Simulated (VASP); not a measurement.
An input for Ansatz (written as the equivalent of a VASP run, and not itself run):

Ansatz 0.2 input:
```yaml
crystal:
  lattice:
    - [-1.7843270, 1.7843270, 1.7843270]
    - [1.7843270, -1.7843270, 1.7843270]
    - [1.7843270, 1.7843270, -1.7843270]
  atoms:
    - { symbol: Zr, position: [0.0000000, 0.0000000, 0.0000000] }
kpoints:
  mp_grid: { grid: [13, 13, 13] }
hamiltonian:
  xc: r2scan
  dispersion: rvv10
  pseudopotentials: { kind: paw }
scf:
  occupations: { method: methfessel_paxton, width: 0.1 }
  max_iter: 100
relax:
  max_steps: 60
  f_tol: 0.01
  cell: {}
output: { forces: true, stress: true, eigenvalues: true }
```

Write the VASP files for the same calculation (r2SCAN+rVV10).

This is not unique; one that fits is 
### INCAR
```
SYSTEM = Zr
PREC = Accurate
ENCUT = 400
EDIFF = 1E-6
NELM = 100
ALGO = Normal
LREAL = .FALSE.
LASPH = .TRUE.
ISMEAR = 1
SIGMA = 0.1
METAGGA = R2SCAN
LUSE_VDW = .TRUE.
BPARAM = 11.95
CPARAM = 0.0093
LMIXTAU = .TRUE.
LMAXMIX = 4
LWAVE = .FALSE.
LCHARG = .FALSE.
IBRION = 2
ISIF = 3
NSW = 60
EDIFFG = -0.01
```

File KPOINTS:
```
Automatic
0
G
  13 13 13
0 0 0
```

### POSCAR
```
Zr
1.0
 -1.7843269698   1.7843269698   1.7843269698
  1.7843269698  -1.7843269698   1.7843269698
  1.7843269698   1.7843269698  -1.7843269698
Zr
1
Cartesian
  0.0000000000   0.0000000000   0.0000000000
```

POTCAR, in this order: Zr_sv (PBE.64 set). Program: vasp_std.

Limits of the translation: each code has its own PAW files, so the cut-off isn't converted (ENCUT is set for VASP's; basis.ecutwfc is left out, and Ansatz then takes the one that its files recommend); Ansatz stops its SCF on the density residual and VASP on the energy change (EDIFF).

The structure comes from a measured Zr entry (Im-3m) of the Crystallography Open Database, whose conditions weren't checked. This run relaxes it. Symmetry was kept, so distortions that lower it aren't found. The start is the result of an earlier pass.
